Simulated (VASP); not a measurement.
Wanted: the native input for a VASP 6.6.1 run.

| Item | Value |
| --- | --- |
| Task | single point |
| Functional | r2SCAN |
| Dispersion | D3(BJ) |
| Potentials or basis | VASP PAW PBE potentials, release 64 (O, H, S) |
| Cutoff | 520 eV |
| k mesh | 1 × 1 × 1 |
| Occupations | fermi-dirac, width 0.05 eV |
| Spin | no spin polarisation |
| Dipole correction | no |
| Further INCAR settings | LREAL = Auto; ALGO = Normal; EDIFF = 1e-06; NBANDS = 70 |

The system is H2SO3.

```
O H S
1.0
     8.14727    0.00000    0.00000
     0.00000    8.14727    0.00000
     0.00000    0.00000    8.14727
O H S
12 8 4
Cartesian
  6.5544 1.8468 6.7387
  4.3741 2.8796 1.3302
  7.7092 3.8760 5.6459
  2.5075 4.7295 7.9708
  2.4055 1.6842 3.3858
  3.7498 -0.1885 2.4523
  0.8009 6.6299 6.4606
  2.8125 5.9417 5.2310
  7.3762 5.3376 2.3347
  6.2557 5.7612 0.1330
  5.3295 2.5726 4.1651
  4.1163 3.0955 6.2019
  7.1220 2.6398 6.4595
  7.0764 1.0640 6.5334
  4.9199 3.0498 2.1192
  4.9532 2.5843 0.6282
  7.9742 4.8011 5.9483
  7.0319 4.0222 5.0129
  3.1308 4.7856 8.7354
  2.9228 4.0455 7.3962
  2.7951 0.8741 2.2561
  2.2527 6.6410 6.3527
  7.2307 6.1107 1.1279
  4.6681 2.0593 5.3558
```

The cell was built by a generator and needn't be a form met in nature.

One way to write it, as run:

POSCAR

```
H2SO3
1.0
    8.1472720000      0.0000000000      0.0000000000
    0.0000000000      8.1472720000      0.0000000000
    0.0000000000      0.0000000000      8.1472720000
O H S
12 8 4
Direct
    0.8044901410      0.2266771012      0.8271112097
    0.5368790928      0.3534434594      0.1632693741
    0.9462308365      0.4757420643      0.6929804234
    0.3077717302      0.5805010561      0.9783397437
    0.2952522022      0.2067195007      0.4155746856
    0.4602522169     -0.0231365787      0.3009964562
    0.0983028430      0.8137570465      0.7929770848
    0.3452075738      0.7292870546      0.6420554021
    0.9053582598      0.6551395363      0.2865621769
    0.7678275624      0.7071323997      0.0163244826
    0.6541453385      0.3157621349      0.5112263344
    0.5052365994      0.3799431270      0.7612241251
    0.8741576321      0.3240102945      0.7928420703
    0.8685606667      0.1305958608      0.8019125911
    0.6038708417      0.3743338875      0.2601116055
    0.6079580993      0.3171981984      0.0771055637
    0.9787570613      0.5892892738      0.7300971417
    0.8630987157      0.4936867212      0.6152857054
    0.3842758656      0.5873867965      1.0721871075
    0.3587458477      0.4965465741      0.9078130692
    0.3430718896      0.1072874454      0.2769147759
    0.2764974583      0.8151194658      0.7797333881
    0.8874995213      0.7500301942      0.1384389769
    0.5729647912      0.2527594513      0.6573734128
```

INCAR.step1

```
SYSTEM = H2SO3
  PREC = Accurate
  ENCUT = 520
  ISMEAR = -1
  SIGMA = 0.05
  LREAL = Auto
  LASPH = .True.
  NELM = 100
  NBANDS = 70
  GGA = PE
  ALGO = Normal
  EDIFF = 1E-4
  LWAVE = .True.
  LCHARG = .False.
```

INCAR.step2

```
SYSTEM = H2SO3
  PREC = Accurate
  ENCUT = 520
  EDIFF = 1E-6
  ISMEAR = -1
  SIGMA = 0.05
  LREAL = Auto
  LASPH = .True.
  NELM = 100
  ALGO = Normal
  ISIF = 2
  LWAVE = .False.
  LCHARG = .False.
  METAGGA = R2SCAN
  LMIXTAU = .True.
  IVDW = 12
  VDW_S6 = 1.0
  VDW_S8 = 0.78981345
  VDW_A1 = 0.49484001
  VDW_A2 = 5.73083694
  NBANDS = 70
  ISTART = 1
```

KPOINTS

```
Automatic mesh
0
Gamma
  1 1 1
  0 0 0
```

Potentials or basis: VASP PAW PBE potentials, release 64 (O, H, S).

Command:

```bash
$ cat potpaw_PBE.64/O/POTCAR potpaw_PBE.64/H/POTCAR potpaw_PBE.64/S/POTCAR > POTCAR
$ cp INCAR.step1 INCAR
$ mpirun -np 1 vasp_gam > vasp.out
$ cp INCAR.step2 INCAR
$ mpirun -np 1 vasp_gam > vasp.out
```

It gave:

- Pressure: -1.2 GPa
- Largest force: 2.634 eV/Å
- Band gap on the k mesh: 3.31 eV, direct
- Dispersion energy per atom: -0.020 eV

Caveat: the PAW data sets were made with another functional, which shifts forces and pressure a little.

It took 2.3 min on 1 thread of Intel(R) Xeon(R) 6975P-C (Granite Rapids) (shared host), peak memory 0.59 GiB.
